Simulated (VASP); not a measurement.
VASP ran on this input.

INCAR:
```
# general
SYSTEM = AlN
PREC   = Accurate
ENCUT  = 520
LREAL  = .FALSE.
LASPH  = .TRUE.

# electronic loop
EDIFF  = 1E-7
NELM   = 100   # most electronic steps
ALGO   = Normal   # blocked Davidson

# smearing
ISMEAR = 0   # Gaussian
SIGMA  = 0.05

# functional
GGA    = PE   # PBE
IVDW   = 12   # D3, Becke-Johnson

# ions
ISIF   = 2   # forces and stress, cell fixed

# output
LWAVE  = .FALSE.
LCHARG = .FALSE.
```

**KPOINTS**
```
Regular mesh
0
gamma
 10 10 10
```

### POSCAR
```
AlN
4.3703640
  0.0000000000   0.4999999484   0.4999999484
  0.4999999484   0.0000000000   0.4999999484
  0.4999999484   0.4999999484   0.0000000000
Al N
1 1
Direct
  0.0000000000   0.0000000000   0.0000000000
  0.2500000000   0.2500000000   0.2500000000
```

POTCAR, in this order: Al N (PBE.64 set). Program: vasp_std.

**Question.** Write an equivalent input for Ansatz.

**Answer.** One equivalent input (not run):
Ansatz 0.2 input:
```yaml
crystal:
  lattice:
    - [0.0000000, 2.1851818, 2.1851818]
    - [2.1851818, 0.0000000, 2.1851818]
    - [2.1851818, 2.1851818, 0.0000000]
  atoms:
    - { symbol: Al, position: [0.0000000, 0.0000000, 0.0000000] }
    - { symbol: N, position: [0.2500000, 0.2500000, 0.2500000] }
kpoints:
  mp_grid: { grid: [10, 10, 10] }
hamiltonian:
  xc: pbe
  dispersion: d3bj
  pseudopotentials: { kind: paw }
scf:
  occupations: { method: gaussian, width: 0.05 }
  max_iter: 100
output: { forces: true, stress: true, eigenvalues: true }
```
Limits of the translation: each code has its own PAW files, so the cut-off isn't converted (ENCUT is set for VASP's; basis.ecutwfc is left out, and Ansatz then takes the one that its files recommend); Ansatz stops its SCF on the density residual and VASP on the energy change (EDIFF).

The compound is AlN in the zinc blende structure, a metastable form; wurtzite is the usual one. It was relaxed first.
